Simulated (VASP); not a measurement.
Method: r2SCAN meta-GGA, VASP's PBE PAW potentials (set 64) (plane waves; VASP).

A VASP calculation is set up with these files.

### INCAR
```
! general
SYSTEM   =  P
PREC     =  Accurate
ENCUT    =  400
LREAL    =  .False.
LASPH    =  .True.   ! aspherical one-centre terms

! electronic loop
EDIFF    =  1E-6
NELM     =  100   ! most electronic steps
ALGO     =  Normal   ! blocked Davidson
LMIXTAU  =  .True.

! smearing
ISMEAR   =  0   ! Gaussian
SIGMA    =  0.05

! functional
METAGGA  =  R2SCAN

! ions
IBRION   =  2   ! conjugate gradients
NSW      =  60   ! most ionic steps
ISIF     =  3
EDIFFG   =  -0.02

! output
LWAVE    =  .False.
LCHARG   =  .False.
```

KPOINTS:
```
Automatic
0
G
 6 6 5
```

### POSCAR
```
P
1.0
  1.6477868191  -5.4797627642   0.0000000000
  1.6477868191   5.4797627642   0.0000000000
  0.0000000000   0.0000000000   4.5483957224
P
4
Cartesian
  1.6477868191   4.4327142413   4.1435826944
  1.6477868191   1.0470485229   1.8693848332
  1.6477868191  -1.0470485229   2.6790108892
  1.6477868191  -4.4327142413   0.4048130280
```

POTCAR, in this order: P (PBE.64 set). Program: vasp_std.

Output

OSZICAR:
```
       N       E                     dE             d eps       ncg     rms          rms(c)
DAV:   1     0.407474617690E+02    0.40747E+02   -0.73615E+03  1092   0.100E+03
DAV:   2    -0.359866390566E+02   -0.76734E+02   -0.74762E+02  1420   0.168E+02
DAV:   3    -0.396860011963E+02   -0.36994E+01   -0.36829E+01  1500   0.403E+01
DAV:   4    -0.397370341334E+02   -0.51033E-01   -0.50938E-01  1326   0.537E+00
DAV:   5    -0.397383287744E+02   -0.12946E-02   -0.12942E-02  1550   0.770E-01    0.115E+01
DAV:   6    -0.364739171154E+02    0.32644E+01   -0.31210E-01  1248   0.479E+00    0.763E+00
DAV:   7    -0.348250635297E+02    0.16489E+01   -0.57837E-01  1236   0.573E+00    0.120E+00
DAV:   8    -0.357443021093E+02   -0.91924E+00   -0.30018E-01  1200   0.445E+00    0.285E-01
DAV:   9    -0.358973186597E+02   -0.15302E+00   -0.97391E-02  1320   0.307E+00    0.151E-01
DAV:  10    -0.358539728171E+02    0.43346E-01   -0.26228E-02  1224   0.154E+00    0.162E-01
DAV:  11    -0.358984860515E+02   -0.44513E-01   -0.11281E-02  1176   0.105E+00    0.117E-01
DAV:  12    -0.359071198103E+02   -0.86338E-02   -0.11927E-02  1200   0.105E+00    0.639E-02
DAV:  13    -0.359090812577E+02   -0.19614E-02   -0.77178E-04  1314   0.243E-01    0.409E-02
DAV:  14    -0.359092556026E+02   -0.17434E-03   -0.21404E-05  1460   0.448E-02    0.337E-02
DAV:  15    -0.359094754283E+02   -0.21983E-03   -0.34759E-05  1230   0.579E-02    0.163E-02
DAV:  16    -0.359098978973E+02   -0.42247E-03   -0.27260E-04  1194   0.153E-01    0.515E-03
DAV:  17    -0.359099038765E+02   -0.59792E-05   -0.12879E-05  1380   0.288E-02    0.535E-03
DAV:  18    -0.359099019423E+02    0.19343E-05   -0.86432E-07   810   0.983E-03    0.330E-03
DAV:  19    -0.359099024104E+02   -0.46810E-06   -0.15793E-06   702   0.113E-02
   1 F= -.35909902E+02 E0= -.35909902E+02  d E =-.359099E+02
       N       E                     dE             d eps       ncg     rms          rms(c)
DAV:   1    -0.359100365235E+02   -0.13458E-03   -0.57515E-03  1146   0.463E-01    0.672E-02
DAV:   2    -0.359100219431E+02    0.14580E-04   -0.32815E-04  1386   0.133E-01    0.292E-02
DAV:   3    -0.359100120346E+02    0.99085E-05   -0.32001E-05  1362   0.419E-02    0.163E-02
DAV:   4    -0.359100104618E+02    0.15728E-05   -0.16316E-05  1380   0.276E-02    0.547E-03
DAV:   5    -0.359100094672E+02    0.99454E-06   -0.27831E-06   892   0.159E-02
   2 F= -.35910009E+02 E0= -.35910009E+02  d E =-.107057E-03
```

OUTCAR:
```
------------------------ aborting loop because EDIFF is reached ----------------------------------------
  FORCE on cell =-STRESS in cart. coord.  units (eV):
  Direction    XX          YY          ZZ          XY          YZ          ZX
  --------------------------------------------------------------------------------------
  Total       -0.0185579      0.0416741     -0.0310591      0.0000000      0.0000000      0.0000000
  in kB       -0.3616899      0.8122230     -0.6053369      0.0000000      0.0000000      0.0000000
  external PRESSURE =      -0.0516013 kB  Pullay stress =       0.0000000 kB
  volume of cell :       82.21
      direct lattice vectors                 reciprocal lattice vectors
     1.649889361 -5.479880559 -0.000000000     0.303050624 -0.091242865  0.000000000
     1.649889361  5.479880559  0.000000000     0.303050624  0.091242865 -0.000000000
     0.000000000  0.000000000  4.546174982     0.000000000 -0.000000000  0.219965136
 POSITION                                       TOTAL-FORCE (eV/Angst)
 -----------------------------------------------------------------------------------
      1.64989      4.43357      4.14139         0.000000      0.004498     -0.001787
      1.64989      1.04631      1.86830         0.000000     -0.004498     -0.001787
      1.64989     -1.04631      2.67788         0.000000      0.004498      0.001787
      1.64989     -4.43357      0.40479         0.000000     -0.004498      0.001787
 -----------------------------------------------------------------------------------
    total drift:                                0.000000      0.000000      0.000000
  FREE ENERGIE OF THE ION-ELECTRON SYSTEM (eV)
  ---------------------------------------------------
  free  energy   TOTEN  =       -35.9100094672 eV

  energy  without entropy=      -35.9100093850  energy(sigma->0) =      -35.91000943

 reached required accuracy - stopping structural energy minimisation
```
(Selected blocks of OUTCAR.)

**CONTCAR**
```
P
   1.00000000000000
     1.6498893610770853   -5.4798805592739983   -0.0000000000000000
     1.6498893610770853    5.4798805592739983    0.0000000000000000
     0.0000000000000000    0.0000000000000000    4.5461749817496031
  P
     4
Direct
     0.0954681748369906    0.9045318251630093    0.9109604393241144
     0.4045318251630093    0.5954681748369907    0.4109604393241144
     0.5954681748369907    0.4045318251630093    0.5890395606758856
     0.9045318251630093    0.0954681748369906    0.0890395606758856
```

The compound is P in the black structure. This run relaxes it. Symmetry was kept, so distortions that lower it aren't found. The start is the result of an earlier pass.
